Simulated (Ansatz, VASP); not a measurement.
**Cu2Os in VASP and in Ansatz**

```
Cu Os
1.0
     0.00000    2.87030    2.87030
     2.87030    0.00000    2.87030
     2.87030    2.87030    0.00000
Cu Os
2 1
Direct
  0.25000 0.25000 0.25000
  0.75000 0.75000 0.75000
  0.00000 0.00000 0.00000
```

Change from the starting cell: species swapped into the PbF2 type (Fm-3m, No. 225).

Alike in both runs: functional PBE; k mesh 14 × 14 × 14; occupations gaussian, width 0.1 eV; no spin polarisation.

Ansatz relaxed the structure, and its values are those at the end. VASP's run is a single point on that final structure, the one shown.

|  | VASP | Ansatz |
| --- | --- | --- |
| version | VASP 6.6.1 | Ansatz 0.2.0 |
| potentials or method | VASP PAW PBE potentials, release 64 (Cu, Os) | scalar-relativistic, plane waves, PAW |
| plane-wave cutoff (eV) | 520 | 420 |
| valence electrons in the cell | 30 | 54 |

```csv
,VASP,Ansatz,Ansatz less VASP
gap on the k mesh at the Fermi level (eV),none,none,-
pressure (GPa),0.2,0.0,-0.18
```

A gap of «none» marks a metal or a gap that the smearing closes. With one functional, cell and mesh, what is left measures potentials, basis and numerics. The two sets of potentials don't hold the same shells in valence.

Spin-orbit coupling is left out, which matters for the levels of Os.
